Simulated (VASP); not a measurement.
Computed with vdW-DF-cx, VASP's PBE PAW potentials (set 64) (plane waves; VASP).

The input files of a VASP run:

**KPOINTS**
```
Automatic mesh
0
Gamma
7 7 7
0 0 0
```

### POSCAR
```
MnS
1
    5.1500193561     2.5647937311     2.5647937311
    2.5647937311     5.1500193561     2.5647937311
    2.5647937311     2.5647937311     5.1500193561
Mn S
2 2
Direct
  0.0000000000   0.0000000000   0.0000000000
  0.5000000000   0.5000000000   0.5000000000
  0.2500000000   0.2500000000   0.2500000000
  0.7500000000   0.7500000000   0.7500000000
```

INCAR:
```
# general
SYSTEM   = MnS
PREC     = Accurate
ENCUT    = 520   # plane-wave cut-off (eV)
LREAL    = .FALSE.   # projection in real space or not
LASPH    = .TRUE.   # aspherical one-centre terms

# electronic loop
EDIFF    = 1E-7   # SCF stop (eV)
NELM     = 100
ALGO     = Normal
LMAXMIX  = 4

# smearing
ISMEAR   = 0   # Gaussian
SIGMA    = 0.05   # width (eV)

# functional
GGA      = CX
LUSE_VDW = .TRUE.
AGGAC    = 0.0

# spin
ISPIN    = 2   # spin-polarised
MAGMOM   = 4.1 -4.1 2*0.0

# ions
IBRION   = 2   # conjugate gradients
NSW      = 30   # most ionic steps
ISIF     = 4   # ions and shape, fixed volume
EDIFFG   = -0.01   # ionic stop

# output
LWAVE    = .FALSE.
LCHARG   = .FALSE.
LORBIT   = 10
```

POTCAR, in this order: Mn_pv S (PBE.64 set). Program: vasp_std.

The run wrote:

OSZICAR:
```
       N       E                     dE             d eps       ncg     rms          rms(c)
DAV:   1     0.385645856525E+03    0.38565E+03   -0.21510E+04  4312   0.179E+03
DAV:   2     0.134412902174E+02   -0.37220E+03   -0.36731E+03  4097   0.480E+02
DAV:   3    -0.205086163916E+02   -0.33950E+02   -0.33259E+02  5952   0.132E+02
DAV:   4    -0.215946851486E+02   -0.10861E+01   -0.10730E+01  4651   0.223E+01
DAV:   5    -0.216198823108E+02   -0.25197E-01   -0.25190E-01  5086   0.387E+00    0.160E+01
DAV:   6    -0.195780652218E+02    0.20418E+01   -0.27461E+01  5357   0.487E+01    0.151E+01
DAV:   7    -0.194951383097E+02    0.82927E-01   -0.25152E+00  4901   0.188E+01    0.848E+00
DAV:   8    -0.195198067729E+02   -0.24668E-01   -0.33687E-01  5461   0.509E+00    0.415E+00
DAV:   9    -0.195098106615E+02    0.99961E-02   -0.58051E-02  5435   0.243E+00    0.371E-01
DAV:  10    -0.195120054314E+02   -0.21948E-02   -0.11522E-02  5096   0.651E-01    0.203E-01
DAV:  11    -0.195121768690E+02   -0.17144E-03   -0.67791E-04  4660   0.236E-01    0.115E-01
DAV:  12    -0.195122538095E+02   -0.76941E-04   -0.30639E-04  5031   0.916E-02    0.813E-02
DAV:  13    -0.195122883753E+02   -0.34566E-04   -0.27913E-05  4356   0.511E-02    0.426E-02
DAV:  14    -0.195123033477E+02   -0.14972E-04   -0.27504E-05  4531   0.388E-02    0.166E-02
DAV:  15    -0.195123038054E+02   -0.45772E-06   -0.15549E-06  4866   0.112E-02    0.426E-03
DAV:  16    -0.195123037469E+02    0.58452E-07   -0.12129E-07  3187   0.330E-03
   1 F= -.19512304E+02 E0= -.19512304E+02  d E =-.195123E+02  mag=     0.0000
```

File OUTCAR:
```
------------------------ aborting loop because EDIFF is reached ----------------------------------------
  FORCE on cell =-STRESS in cart. coord.  units (eV):
  Direction    XX          YY          ZZ          XY          YZ          ZX
  --------------------------------------------------------------------------------------
  Total       -1.8638041     -1.8638041     -1.8638041     -0.0382043     -0.0382043     -0.0382043
  in kB      -43.4647751    -43.4647751    -43.4647751     -0.8909409     -0.8909409     -0.8909409
  external PRESSURE =     -43.4647751 kB  Pullay stress =       0.0000000 kB
  volume of cell :       68.70
      direct lattice vectors                 reciprocal lattice vectors
     5.150019356  2.564793731  2.564793731     0.290302284 -0.096511149 -0.096511149
     2.564793731  5.150019356  2.564793731    -0.096511149  0.290302284 -0.096511149
     2.564793731  2.564793731  5.150019356    -0.096511149 -0.096511149  0.290302284
 POSITION                                       TOTAL-FORCE (eV/Angst)
 -----------------------------------------------------------------------------------
      0.00000      0.00000      0.00000         0.000000     -0.000000      0.000000
      5.13980      5.13980      5.13980         0.000000     -0.000000     -0.000000
      2.56990      2.56990      2.56990        -0.000000      0.000000      0.000000
      7.70971      7.70971      7.70971         0.000000      0.000000     -0.000000
 -----------------------------------------------------------------------------------
    total drift:                                0.000000     -0.000000     -0.000000
  FREE ENERGIE OF THE ION-ELECTRON SYSTEM (eV)
  ---------------------------------------------------
  free  energy   TOTEN  =       -19.5123037469 eV

  energy  without entropy=      -19.5123037469  energy(sigma->0) =      -19.51230375

 total charge

# of ion       s       p       d       tot
------------------------------------------
    1        0.217   6.169   4.967  11.353
    2        0.217   6.169   4.967  11.353
    3        1.326   2.401   0.000   3.727
    4        1.326   2.401   0.000   3.727
--------------------------------------------------
tot          3.085  17.140   9.934  30.160

 magnetization (x)

# of ion       s       p       d       tot
------------------------------------------
    1        0.015   0.015   4.116   4.146
    2       -0.015  -0.015  -4.116  -4.146
    3        0.000   0.000   0.000   0.000
    4        0.000   0.000   0.000   0.000
--------------------------------------------------
tot          0.000   0.000   0.000   0.000

 reached required accuracy - stopping structural energy minimisation
```
(Selected blocks of OUTCAR.)

The compound is MnS in the rock salt, AFM-II order structure. This cell is one point of a volume scan, at 1.06 of the reference volume.
